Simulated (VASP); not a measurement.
Crystal: Ta.

```xyz
1
Lattice="-1.6513 1.6513 1.6513 1.6513 -1.6513 1.6513 1.6513 1.6513 -1.6513" Properties=species:S:1:pos:R:3 pbc="T T T"
Ta    0.0000    0.0000    0.0000
```

| Property | Result |
| --- | --- |
| Program | VASP 6.6.1 |
| Task | relaxation of cell and atoms |
| Functional | LDA |
| Potentials or basis | VASP PAW LDA potentials, release 64 (Ta_pv) |
| Cutoff | 600 eV |
| k mesh | 16 × 16 × 16 |
| Occupations | methfessel-paxton, width 0.1 eV |
| Spin | no spin polarisation |

At the start: pressure -8.2 GPa; volume 18.01 Å³/atom.

Q: How do energy, volume and symmetry change on relaxing?

A: Over 4 steps the energy falls by 19.9 meV/atom and the volume is 17.27 Å³/atom (-4.1 %); space group Im-3m (No. 229, to 0.05 Å).

The path:
| step | energy change (eV) | largest force (eV/Å) | pressure (GPa) | volume (Å³) |
| --- | --- | --- | --- | --- |
| 1 | 0.0000 | 0.0000 | -8.24 | 18.01 |
| 2 | 0.0906 | 0.0000 | 24.48 | 15.70 |
| 3 | -0.0199 | 0.0000 | -0.32 | 17.29 |
| 4 | -0.0199 | 0.0000 | -0.05 | 17.27 |

Final structure:
```xyz
1
Lattice="-1.6283 1.6283 1.6283 1.6283 -1.6283 1.6283 1.6283 1.6283 -1.6283" Properties=species:S:1:pos:R:3 pbc="T T T"
Ta    1.6283    1.6283    1.6283
```
